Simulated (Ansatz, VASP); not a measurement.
**Cross-check of SnH5CN2Cl3 between VASP and Ansatz**

One calculation is typed for both programs; each brings its own data sets. How far apart do they land? The cell is taken from a series of runs on this material, whose earlier steps may have relaxed, scaled, displaced or heated it; both programs get it as it stands.

Calculated with Ansatz 0.2.0; plane waves, with VASP 6.6.1 beside it; G0W0 gap at PBE.

## 1. Set-up

Symmetry: Amm2, No. 38, orthorhombic system. Conventional cell: a = 6.040 Å, b = 7.718 Å, c = 8.308 Å, α = 90.00°, β = 90.00°, γ = 90.00°. Nearest to Sn lie 6 Cl at 2.74 to 3.03 Å. Nearest to H lie 1 N at 1.02 Å. H has 1 N at 1.01 Å nearest. Nearest to H lie 1 C at 1.09 Å. Nearest to C lie 1 H at 1.09 Å and 2 N at 1.31 Å. Nearest to N lie 2 H at 1.01 to 1.02 Å and 1 C at 1.31 Å. Farther neighbours and most contacts between anions are not listed.

## 2. VASP: G0W0 gap, PBE

Quasiparticle shifts depend on high empty states and on the cores, so they are the hardest test of two PAW sets.

Lines of VASP's logs that name or quote its potential files are left out, and so is its time.

The run reads the wave functions of an earlier VASP run, which isn't shown here.

The input, INCAR:

```
SYSTEM = SnH5CN2Cl3
PREC = Accurate
ENCUT = 450
ISMEAR = 0
SIGMA = 0.01
LREAL = .FALSE.
GGA = PE
NBANDS = 840
ALGO = EVGW0
NELMGW = 1
ENCUTGW = 150
NOMEGA = 64
PRECFOCK = Fast
NBANDSGW = 40
LWAVE = .FALSE.
LCHARG = .FALSE.
```

The input, POSCAR:

```
SnH5CN2Cl3
1.0
    6.0404870000      0.0000000000      0.0000000000
    0.0000000000      3.8591910000      4.1538850000
    0.0000000000     -3.8591910000      4.1538850000
Sn H C N Cl
1 5 1 2 3
Direct
    0.5000000000      0.3722510000      0.3722510000
    0.2054960000      0.7255080000      0.7255080000
    0.7945040000      0.7255080000      0.7255080000
    0.3296830000      0.9161760000      0.9161760000
    0.6703170000      0.9161760000      0.9161760000
    0.0000000000      0.0533220000      0.0533220000
    0.0000000000      0.9217170000      0.9217170000
    0.1910860000      0.8475810000      0.8475810000
    0.8089140000      0.8475810000      0.8475810000
    0.5000000000      0.8558120000      0.3512150000
    0.5000000000      0.3512150000      0.8558120000
    0.0000000000      0.3939510000      0.3939510000
```

The input, KPOINTS:

```
Automatic mesh
0
Gamma
2 4 4
0 0 0
```

Potentials, in the order of the species: Sn_d_GW, H_GW, C_GW, N_GW and Cl_GW (PBE family, release 64).

Launch:

```sh
> mpirun -np 8 vasp_std
```

Numbers of over 12 decimals in the logs are rounded to 6 here.

Log:

```text
[banner, memory and clock lines left out]
running    8 mpi-ranks, on    1 nodes
 distrk:  each k-point on    8 cores,    1 groups
 distr:  one band on    1 cores,    8 groups

 POSCAR found type information on POSCAR SnH C N Cl
 POSCAR found :  5 types and      12 ions
|                                                                             |
|           W    W    AA    RRRRR   N    N  II  N    N   GGGG   !!!           |
|           W    W   A  A   R    R  NN   N  II  NN   N  G    G  !!!           |
|           W    W  A    A  R    R  N N  N  II  N N  N  G       !!!           |
|           W WW W  AAAAAA  RRRRR   N  N N  II  N  N N  G  GGG   !            |
|           WW  WW  A    A  R   R   N   NN  II  N   NN  G    G                |
|           W    W  A    A  R    R  N    N  II  N    N   GGGG   !!!           |
|                                                                             |
|     For optimal performance we recommend to set                             |
|       NCORE = 2 up to number-of-cores-per-socket                            |
|     NCORE specifies how many cores store one orbital (NPAR=cpu/NCORE).      |
|     This setting can greatly improve the performance of VASP for DFT.       |
|     The default, NCORE=1 might be grossly inefficient on modern             |
|     multi-core architectures or massively parallel machines. Do your        |
|     Unfortunately you need to use the default for GW and RPA                |
|     calculations (for HF NCORE is supported but not extensively tested      |
|     yet).                                                                   |
|                                                                             |

|                                                                             |
|           W    W    AA    RRRRR   N    N  II  N    N   GGGG   !!!           |
|           W    W   A  A   R    R  NN   N  II  NN   N  G    G  !!!           |
|           W    W  A    A  R    R  N N  N  II  N N  N  G       !!!           |
|           W WW W  AAAAAA  RRRRR   N  N N  II  N  N N  G  GGG   !            |
|           WW  WW  A    A  R   R   N   NN  II  N   NN  G    G                |
|           W    W  A    A  R    R  N    N  II  N    N   GGGG   !!!           |
|                                                                             |
|     The default for ENCUTGWSOFT is different in this version of VASP.       |
|     please manually set ENCUTGWSOFT =150 in the INCAR file.                 |
|                                                                             |

 LDA part: xc-table for (Slater+PW92), standard interpolation
 found WAVECAR, reading the header
 POSCAR, INCAR and KPOINTS ok, starting setup
 FFT: planning ... GRIDC
 FFT: planning ... GRID_SOFT
 FFT: planning ... GRID
 reading WAVECAR
 the WAVECAR file was read successfully
 initial charge from wavefunction
 available memory per node:     88.34 GB, setting MAXMEM to     90462

 The Fermi energy was updated, please check that it is located mid-gap
 values below the HOMO (VB) or above the LUMO (CB) will cause erroneous energies
 E-fermi :   1.6613

 calculate exact exchange contribution
 the WAVEDER file was read successfully
energies w=
    0.000    0.000    0.565    0.000    1.128    0.000    1.689    0.000
    2.246    0.000    2.798    0.000    3.345    0.000    3.886    0.000
    4.420    0.000    4.947    0.000    5.466    0.000    5.979    0.000
    6.484    0.000    6.983    0.000    7.475    0.000    7.961    0.000
    8.443    0.000    8.920    0.000    9.394    0.000    9.864    0.000
   10.333    0.000   10.801    0.000   11.270    0.000   11.739    0.000
   12.211    0.000   12.686    0.000   13.166    0.000   13.653    0.000
   14.147    0.000   14.650    0.000   15.164    0.000   15.692    0.000
   16.233    0.000   16.793    0.000   17.371    0.000   17.972    0.000
   18.599    0.000   19.255    0.000   19.944    0.000   20.670    0.000
   21.440    0.000   22.260    0.000   23.136    0.000   24.078    0.000
   25.095    0.000   26.200    0.000   27.408    0.000   28.735    0.000
   30.205    0.000   31.845    0.000   33.689    0.000   35.781    0.000
   38.178    0.000   40.955    0.000   44.212    0.000   48.090    0.000
   52.785    0.000   58.584    0.000   65.927    0.000   75.517    0.000
   88.558    0.000  107.290    0.000  136.424    0.000  187.823    0.000
 responsefunction array rank=     824
 LDA part: xc-table for (Slater+PW92), standard interpolation

 min. memory requirement per mpi rank   1367.7 MB, per node  10941.7 MB

 allocating   8 responsefunctions rank=   824
 shmem allocating  64 responsefunctions rank=   824
 response function shared by NCSHMEM nodes    1
 Doing            8  frequencies on each core in blocks of           64
NQ=   1    0.0000    0.0000    0.0000,
|.........|.........|.........|.........|.........|.........|.........|.........
 performed       2345000 updates of chi_q(r,r)
 total number of BLAS operations      12587.04 Gflops
NQ=   2    0.5000    0.0000    0.0000,
|.........|.........|.........|.........|.........|.........|.........|.........
 performed       4690000 updates of chi_q(r,r)
 total number of BLAS operations      24959.84 Gflops
NQ=   3    0.0000    0.2500    0.0000,
|.........|.........|.........|.........|.........|.........|.........|.........
 performed       8245000 updates of chi_q(r,r)
 total number of BLAS operations      43162.79 Gflops
NQ=   4    0.5000    0.2500    0.0000,
|.........|.........|.........|.........|.........|.........|.........|.........
 performed      11800000 updates of chi_q(r,r)
 total number of BLAS operations      62101.14 Gflops
NQ=   5    0.0000    0.5000    0.0000,
|.........|.........|.........|.........|.........|.........|.........|.........
 performed      14683000 updates of chi_q(r,r)
 total number of BLAS operations      77309.64 Gflops
NQ=   6    0.5000    0.5000    0.0000,
|.........|.........|.........|.........|.........|.........|.........|.........
 performed      17566000 updates of chi_q(r,r)
 total number of BLAS operations      92518.14 Gflops
NQ=   7    0.0000    0.2500    0.2500,
|.........|.........|.........|.........|.........|.........|.........|.........
 performed      20314000 updates of chi_q(r,r)
 total number of BLAS operations     106733.42 Gflops
NQ=   8    0.5000    0.2500    0.2500,
|.........|.........|.........|.........|.........|.........|.........|.........
 performed      23062000 updates of chi_q(r,r)
 total number of BLAS operations     120807.60 Gflops
NQ=   9    0.0000    0.5000    0.2500,
|.........|.........|.........|.........|.........|.........|.........|.........
 performed      26617000 updates of chi_q(r,r)
 total number of BLAS operations     139147.33 Gflops
NQ=  10    0.5000    0.5000    0.2500,
|.........|.........|.........|.........|.........|.........|.........|.........
 performed      30172000 updates of chi_q(r,r)
 total number of BLAS operations     157441.41 Gflops
NQ=  11    0.0000   -0.2500    0.2500,
|.........|.........|.........|.........|.........|.........|.........|.........
 performed      33189000 updates of chi_q(r,r)
 total number of BLAS operations     173124.48 Gflops
NQ=  12    0.5000   -0.2500    0.2500,
|.........|.........|.........|.........|.........|.........|.........|.........
 performed      36206000 updates of chi_q(r,r)
 total number of BLAS operations     189041.91 Gflops
NQ=  13    0.0000    0.5000    0.5000,
|.........|.........|.........|.........|.........|.........|.........|.........
 performed      38551000 updates of chi_q(r,r)
 total number of BLAS operations     201414.70 Gflops
NQ=  14    0.5000    0.5000    0.5000,
|.........|.........|.........|.........|.........|.........|.........|.........
 performed      40896000 updates of chi_q(r,r)
 total number of BLAS operations     213909.70 Gflops
 resolving degeneracies of screened two electron integrals

 calculate QP shifts <psi_nk| G(iteration)W_0 |psi_nk>: iteration 1
 entering main loop
```

From OUTCAR (step 2):

```text
ion  position               nearest neighbor table
   1  0.500  0.372  0.372-  10 2.74  11 2.74
   2  0.205  0.726  0.726-   8 1.02
   3  0.795  0.726  0.726-   9 1.02
   4  0.330  0.916  0.916-   8 1.01
   5  0.670  0.916  0.916-   9 1.01
   6  0.000  0.053  0.053-   7 1.09
   7  0.000  0.922  0.922-   6 1.09   8 1.31   9 1.31
   8  0.191  0.848  0.848-   4 1.01   2 1.02   7 1.31
   9  0.809  0.848  0.848-   5 1.01   3 1.02   7 1.31
  10  0.500  0.856  0.351-   1 2.74
  11  0.500  0.351  0.856-   1 2.74
  12  0.000  0.394  0.394-

  LATTYP: Found a base centered orthorhombic cell.
 ALAT       =     7.7183820000
 B/A-ratio  =     1.0763616001
 C/A-ratio  =     0.7826105264

 Subroutine GETGRP returns: Found  4 space group operations
 (whereof  4 operations were pure point group operations)

The static configuration has the point symmetry C_2v.

 Found     14 irreducible k-points:

   k-points           NKPTS =     14   k-points in BZ     NKDIM =     32   number of bands    NBANDS=    840

   dimension x,y,z NGX =    42 NGY =   40 NGZ =   40
   dimension x,y,z NGXF=    84 NGYF=   80 NGZF=   80

   ENCUT  =  450.0 eV  33.07 Ry    5.75 a.u.  10.45  9.81  9.81*2*pi/ulx,y,z

   NELECT =      54.0000    total number of electrons

  energy-cutoff  :      450.00
  volume of cell :      193.67
      direct lattice vectors                 reciprocal lattice vectors
     6.040487000  0.000000000  0.000000000     0.165549566  0.000000000  0.000000000
     0.000000000  3.859191000  4.153885000     0.000000000  0.129560833  0.120369245
     0.000000000 -3.859191000  4.153885000     0.000000000 -0.129560833  0.120369245

 k-points in reciprocal lattice and weights: Automatic mesh
   0.00000000  0.00000000  0.00000000       0.031
   0.50000000  0.00000000  0.00000000       0.031
   0.00000000  0.25000000  0.00000000       0.125
   0.50000000  0.25000000  0.00000000       0.125
   0.00000000  0.50000000  0.00000000       0.062
   0.50000000  0.50000000  0.00000000       0.062
   0.00000000  0.25000000  0.25000000       0.062
   0.50000000  0.25000000  0.25000000       0.062
   0.00000000  0.50000000  0.25000000       0.125
[...]
0.00000000  0.50000000  0.50000000       0.031
   0.50000000  0.50000000  0.50000000       0.031

 E-fermi :   1.6613

 QP shifts <psi_nk| G(iteration)W_0 |psi_nk>: iteration 1
 for sc-GW calculations column KS-energies equals QP-energies in previous step
 and V_xc(KS)=  KS-energies - (<T + V_ion + V_H > + <T+V_H+V_ion>^1  + <V_x>^1)
 k-point   1 :       0.0000    0.0000    0.0000
  band No.  KS-energies  QP-energies   sigma(KS)   V_xc(KS)     V^pw_x(r,r')   Z            occupation Imag(sigma)
    ...
     24      -1.6688      -2.8430     -15.6821     -14.0329     -18.3536       0.7119       2.0000       0.1080
     25      -1.3788      -2.5203     -15.6658     -14.0502     -18.3021       0.7065       2.0000       0.1118
     26      -1.0758      -2.3506     -15.3934     -13.5882     -18.0191       0.7062       2.0000       0.1117
     27      -0.8614      -2.1737     -15.6212     -13.7725     -18.3226       0.7098       2.0000       0.1124
     28       3.7641       5.1366     -11.6275     -13.4435      -7.9622       0.7558       0.0000      -0.0745
     29       4.7539       5.4040      -8.5768      -9.4024      -4.8464       0.7875       0.0000      -0.0793
     30       5.4075       5.8815     -10.9872     -11.6524      -6.7328       0.7127       0.0000      -0.1483
     31       6.0436       6.4755      -9.8252     -10.4138      -5.6212       0.7337       0.0000      -0.1399
    ...

 k-point   2 :       0.5000    0.0000    0.0000
  band No.  KS-energies  QP-energies   sigma(KS)   V_xc(KS)     V^pw_x(r,r')   Z            occupation Imag(sigma)
    ...
     24      -1.1717      -2.4663     -15.2042     -13.3662     -17.8495       0.7044       2.0000       0.1142
     25      -1.0255      -2.1754     -17.3997     -15.8298     -19.8829       0.7325       2.0000       0.0898
     26      -0.9008      -2.2202     -15.5256     -13.6530     -18.2343       0.7046       2.0000       0.1133
     27      -0.6060      -1.6373     -15.3619     -13.9316     -17.2535       0.7210       2.0000       0.1004
     28       3.2204       3.6414      -9.8339     -10.3978      -6.0893       0.7467       0.0000      -0.0860
     29       3.8062       5.2398     -11.8160     -13.7213      -8.0653       0.7525       0.0000      -0.0755
     30       5.4131       6.0398      -9.2620     -10.0801      -5.2927       0.7660       0.0000      -0.0979
     31       5.8431       6.3058     -10.8868     -11.5362      -6.5013       0.7125       0.0000      -0.1574
    ...

 k-point   3 :       0.0000    0.2500    0.0000
  band No.  KS-energies  QP-energies   sigma(KS)   V_xc(KS)     V^pw_x(r,r')   Z            occupation Imag(sigma)
    ...
     24      -1.6086      -2.8231     -16.0930     -14.3986     -18.7684       0.7168       2.0000       0.1073
     25      -1.3464      -2.5240     -16.2313     -14.5884     -18.8618       0.7168       2.0000       0.1045
     26      -1.0358      -2.2951     -15.4432     -13.6736     -18.0005       0.7116       2.0000       0.1098
     27      -0.8934      -2.1921     -15.5034     -13.6693     -18.1597       0.7081       2.0000       0.1122
     28       3.7800       5.1777     -11.7676     -13.6252      -8.0726       0.7524       0.0000      -0.0748
     29       4.7157       5.1806     -10.5828     -11.2090      -6.6562       0.7424       0.0000      -0.1039
     30       5.1381       5.8119      -8.9514      -9.8180      -5.1369       0.7777       0.0000      -0.0874
     31       5.1677       5.6315     -10.7687     -11.4132      -6.6406       0.7197       0.0000      -0.1340
    ...

 k-point   4 :       0.5000    0.2500    0.0000
  band No.  KS-energies  QP-energies   sigma(KS)   V_xc(KS)     V^pw_x(r,r')   Z            occupation Imag(sigma)
    ...
     24      -1.1688      -2.3332     -17.3125     -15.7202     -19.8060       0.7313       2.0000       0.0905
     25      -1.1030      -2.3945     -15.3491     -13.5204     -17.9916       0.7063       2.0000       0.1125
     26      -0.8785      -2.1920     -15.5805     -13.7295     -18.2744       0.7096       2.0000       0.1119
     27      -0.4053      -1.3843     -15.1810     -13.8361     -16.8009       0.7279       2.0000       0.0939
     28       2.9869       3.3942      -9.6216     -10.1641      -5.9420       0.7509       0.0000      -0.0815
     29       3.8607       5.3209     -11.9651     -13.9111      -8.2013       0.7504       0.0000      -0.0760
     30       4.5124       4.9357     -10.4854     -11.0549      -6.6260       0.7434       0.0000      -0.1003
     31       5.4792       5.9815     -10.1851     -10.8671      -6.0639       0.7365       0.0000      -0.1228
    ...

[... 4 further parts left out ...]
```

[end of part 1 of 2]

[Lines on the potential files, build, host, timing and source positions are cut from VASP's logs without a mark.]

[Logs are printed without paths, hosts, clocks, repeated set-up lines and the standing remarks that a program may print on its own settings, such as how far it seeks lower states.]

[Hosts, paths, dates, database ids (printed as entryN), source tags and the programs' standing remarks are cut or masked in the printed files.]
